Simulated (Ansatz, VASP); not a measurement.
**Two plane-wave programs on La2Zr2O**

INCAR

```
SYSTEM = La2Zr2O
PREC = Accurate
ENCUT = 600
EDIFF = 1E-6
ISMEAR = 0
SIGMA = 0.1
LREAL = .False.
LASPH = .True.
NELM = 100
ALGO = Normal
ISIF = 3
LWAVE = .False.
LCHARG = .False.
GGA = PE
IBRION = 2
NSW = 100
EDIFFG = -0.01
```

File KPOINTS:

```
regular mesh
0
Gamma
  12 12 4
  0 0 0
```

File POSCAR:

```
La2Zr2O
1.0
    3.4223746595      0.0000000000      0.0000000000
   -1.7111873298      2.9638633964      0.0000000000
    0.0000000000      0.0000000000     11.6211684052
La Zr O
2 2 1
Direct
    0.6666666667      0.3333333333      0.6444316745
    0.3333333333      0.6666666667      0.3555683255
    0.6666666667      0.3333333333      0.1046217440
    0.3333333333      0.6666666667      0.8953782560
    0.0000000000      0.0000000000      0.0000000000
```

Input for Ansatz:

```yaml
crystal:
  lattice:
    - [3.4223746595, 0.0, 0.0]
    - [-1.7111873298, 2.9638633964, 0.0]
    - [0.0, 0.0, 11.6211684052]
  atoms:
    - { symbol: La, position: [0.6666666667, 0.3333333333, 0.6444316745] }
    - { symbol: La, position: [0.3333333333, 0.6666666667, 0.3555683255] }
    - { symbol: Zr, position: [0.6666666667, 0.3333333333, 0.104621744] }
    - { symbol: Zr, position: [0.3333333333, 0.6666666667, 0.895378256] }
    - { symbol: O, position: [0.0, 0.0, 0.0] }
basis:
  ecutwfc: 420
kpoints:
  mp_grid: { grid: [12, 12, 4] }
hamiltonian:
  xc: pbe
scf:
  occupations: { method: gaussian, width: 0.1 }
output:
  forces: true
  stress: true
  eigenvalues: true
  write_density: true
  write_potential: true
  elf: true
  volumetric_format: npy
relax:
  adjacent_minimum: "off"
  f_tol: 0.01
  max_steps: 80
  cell: { stress_tol: 0.05 }
```

Change from the starting cell: species swapped into the BaCd2Sb2 type (P-3m1, No. 164).

Alike in both runs: task relaxation of cell and atoms; functional PBE; k mesh 12 × 12 × 4; occupations gaussian, width 0.1 eV; no spin polarisation.

```csv
,VASP,Ansatz
version,VASP 6.6.1,Ansatz 0.2.0
potentials or method,"VASP PAW PBE potentials, release 64 (La, Zr_sv, O)","scalar-relativistic, plane waves, PAW"
plane-wave cutoff (eV),600,420
valence electrons in the cell,52,52
```

```tsv
	VASP	Ansatz	Ansatz less VASP
gap on the k mesh at the Fermi level, each at its own relaxed structure (eV)	none	none	-
relaxed volume (Å³/atom)	23.69	23.67	-0.021
relaxed cell length with the largest relative difference (Å)	3.416	3.415	-0.0012
```

A gap of «none» marks a metal or a gap that the smearing closes.

The runs have no spin-orbit coupling, so splittings on La are missing.
